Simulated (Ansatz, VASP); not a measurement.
KLaMgWO6 in VASP and in Ansatz

```
K La Mg W O
1.0
     0.00000    3.99643    3.99643
     3.99643    0.00000    3.99643
     3.99643    3.99643    0.00000
K La Mg W O
1 1 1 1 6
Cartesian
  5.9947 5.9947 5.9947
  1.9982 1.9982 1.9982
  0.0000 0.0000 0.0000
  3.9964 3.9964 3.9964
  2.0552 3.9964 3.9964
  5.9377 3.9964 3.9964
  3.9964 3.9964 5.9377
  3.9964 3.9964 2.0552
  3.9964 2.0552 3.9964
  3.9964 5.9377 3.9964
```

The cell comes from a database or a generator and needn't be the stable form of this composition.

Alike in both runs: task single point; functional PBE; k mesh 4 × 4 × 4; no spin polarisation.

|  | VASP | Ansatz |
| --- | --- | --- |
| version | VASP 6.6.1 | Ansatz 0.2.0 |
| potentials or method | VASP PAW PBE potentials, release 64 (K_sv, La, Mg, W_sv, O) | plane waves, PAW |
| plane-wave cutoff (eV) | 520 | 420 |
| occupations | methfessel-paxton of order 1, width 0.1 eV | cold |
| valence electrons in the cell | 72 | 80 |

|  | VASP | Ansatz | Ansatz less VASP |
| --- | --- | --- | --- |
| gap on the k mesh at the Fermi level (eV) | 2.52 | 2.52 | 0.000 |
| pressure (GPa) | -2.0 | -2.6 | -0.58 |

The two sets of potentials don't hold the same shells in valence.

Caveats: spin-orbit coupling is left out, which moves the levels of the heavy elements. A hybrid or GW would open this gap; PBE tends to underestimate it. A k mesh can miss the band edges.
